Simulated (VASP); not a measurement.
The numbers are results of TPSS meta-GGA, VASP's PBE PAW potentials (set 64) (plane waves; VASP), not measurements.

VASP ran on this input.

**KPOINTS**
```
Automatic mesh
0
Gamma
14 14 14
0 0 0
```

**KPOINTS_OPT**
```
k-points along high-symmetry lines
10
Line-mode
Reciprocal
  0.000000   0.000000   0.000000 ! GAMMA
  0.500000   0.000000   0.500000 ! X

  0.500000   0.000000   0.500000 ! X
  0.625000   0.250000   0.625000 ! U

  0.375000   0.375000   0.750000 ! K
  0.000000   0.000000   0.000000 ! GAMMA

  0.000000   0.000000   0.000000 ! GAMMA
  0.500000   0.500000   0.500000 ! L

  0.500000   0.500000   0.500000 ! L
  0.500000   0.250000   0.750000 ! W

  0.500000   0.250000   0.750000 ! W
  0.500000   0.000000   0.500000 ! X
```

**INCAR**
```
SYSTEM = Pb
PREC = Accurate; ENCUT = 520; LREAL = .False.
LASPH = .True.
EDIFF = 1E-7; NELM = 100; ALGO = Normal
LMAXMIX = 4; LMIXTAU = .True.
ISMEAR = -5
METAGGA = TPSS
ISIF = 2
LWAVE = .False.; LCHARG = .False.; LORBIT = 11
NEDOS = 601
```

File POSCAR:
```
Pb
2.4855730
  0.0000000000   0.9999998466   0.9999998466
  0.9999998466   0.0000000000   0.9999998466
  0.9999998466   0.9999998466   0.0000000000
Pb
1
Cartesian
  0.0000000000   0.0000000000   0.0000000000
```

POTCAR, in this order: Pb_d (PBE.64 set). Program: vasp_std.

Unless said otherwise, spin-orbit coupling is left out, though it shifts the bands of the heavy elements here.

Estimate the energy per atom (σ→0), band gap (over mesh and band path).

```
Item                                                                   Value
----------------------------------  ----------------------------------------
energy per atom (σ→0)                                         -3.004 eV/atom
band gap (over mesh and band path)  none (metal, semimetal or under 0.01 eV)
```

### OSZICAR
```
...
DAV:  13    -0.300354114196E+01    0.25540E-04   -0.49657E-04  2321   0.390E-01    0.884E-03
DAV:  14    -0.300353219703E+01    0.89449E-05   -0.92917E-06  2639   0.365E-02    0.759E-03
DAV:  15    -0.300352943173E+01    0.27653E-05   -0.76017E-07  2450   0.103E-02    0.666E-03
DAV:  16    -0.300352540181E+01    0.40299E-05   -0.70308E-06  2300   0.343E-02    0.230E-03
DAV:  17    -0.300352520865E+01    0.19316E-06   -0.32679E-07  2360   0.621E-03    0.139E-03
DAV:  18    -0.300352526179E+01   -0.53146E-07   -0.47058E-08  1621   0.282E-03
   1 F= -.30035253E+01 E0= -.30035253E+01  d E =0.000000E+00
       N       E                     dE             ncg
```

The compound is Pb in the fcc structure. It was relaxed first.
